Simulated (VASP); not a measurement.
Write the native input for VASP 6.6.1 that does the following.

```yaml
Task: single point
Functional: PBEsol
Potentials_or_basis: VASP PAW PBE potentials, release 64 (H, Mo_sv, Na_pv)
Cutoff: 520 eV
k_mesh: 3 × 3 × 3
Occupations: fermi-dirac, width 0.05 eV
Spin: no spin polarisation
Dipole_correction: no
Further_INCAR_settings: ALGO = Normal; EDIFF = 1e-06; NBANDS = 24
```

The structure of NaMoH6 lies in POSCAR:

```
NaMoH6
1.0
    0.0000000000      3.7833864300      3.7833864300
    3.7833864300      0.0000000000      3.7833864300
    3.7833864300      3.7833864300      0.0000000000
H Mo Na
6 1 1
Direct
    0.8543919739      0.1598729105      0.3304433801
    0.3392759433      0.7935763516      0.1550330665
    0.3428823685      0.7731669905      0.7269274632
    0.7531041443      0.2624632768      0.7223940907
    0.2900894530      0.2151843369      0.8054119124
    0.7511611760      0.7779710200      0.3915397032
   -0.0058240152      0.0001817155      0.0008076098
    0.5097988365      0.5000202953      0.4908525826
```

The cell was built by a generator and needn't be a form met in nature.

One way to write it, as run:

INCAR

```
PREC     = Accurate       # precision mode
ENCUT    = 520            # plane-wave cutoff, eV
EDIFF    = 1E-6           # SCF threshold, eV
ISMEAR   = -1             # smearing method
SIGMA    = 0.05           # smearing width, eV
LREAL    = False          # projectors in reciprocal space
LASPH    = True           # aspherical terms in the spheres
NELM     = 100            # most SCF steps
ALGO     = Normal         # electronic algorithm
ISIF     = 2              # what is computed and relaxed
LWAVE    = False          # write WAVECAR
LCHARG   = False          # write CHGCAR
GGA      = PS             # functional
NBANDS   = 24             # bands
```

KPOINTS

```
regular mesh
0
Gamma
  3 3 3
```

Potentials or basis: VASP PAW PBE potentials, release 64 (H, Mo_sv, Na_pv).

The run is started by

```bash
$ cat potpaw_PBE.64/H/POTCAR potpaw_PBE.64/Mo_sv/POTCAR potpaw_PBE.64/Na_pv/POTCAR > POTCAR
$ mpirun -np 1 vasp_std > vasp.out
```

Results of the run:

```yaml
Pressure: -8.1 GPa
Largest_force: 2.647 eV/Å
Band_gap_on_the_k_mesh: none (metal or under the smearing width)
```

Caveat: the k mesh is coarse (spacing up to 0.48 Å⁻¹), so the values aren't converged; the PAW data sets were made with another functional, which shifts forces and pressure a little.

It took 39 s on 1 thread of Intel(R) Xeon(R) Platinum 8559C (Emerald Rapids), on a shared host, peak memory 0.25 GiB.
